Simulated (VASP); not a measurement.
```xyz
5
Lattice="5.8700 0.0000 0.0000 0.0000 5.8700 0.0000 0.0000 0.0000 5.8700" Properties=species:S:1:pos:R:3 pbc="T T T"
Cs     0.0000     0.0000     0.0000
Pb     2.9350     2.9350     2.9350
Br     2.9350     0.0000     2.9350
Br     0.0000     2.9350     2.9350
Br     2.9350     2.9350     0.0000
```

All values below come from PBEsol GGA, VASP's PBE PAW potentials (set 64) (plane waves; VASP). Run with 300 eV cut-off, 3×3×3 Γ-centred mesh, Fermi-Dirac smearing of 0.010 eV, potentials Cs_sv Pb_d Br.

Problem. What does the run give for the energy per atom (σ→0)?

Solution. 
```yaml
energy per atom (σ→0): -3.388 eV/atom
```

Total energies compare only between runs with the same potentials, cut-off and functional.

The structure is a typed CsPbBr3 crystal. The cell was not relaxed at this level.
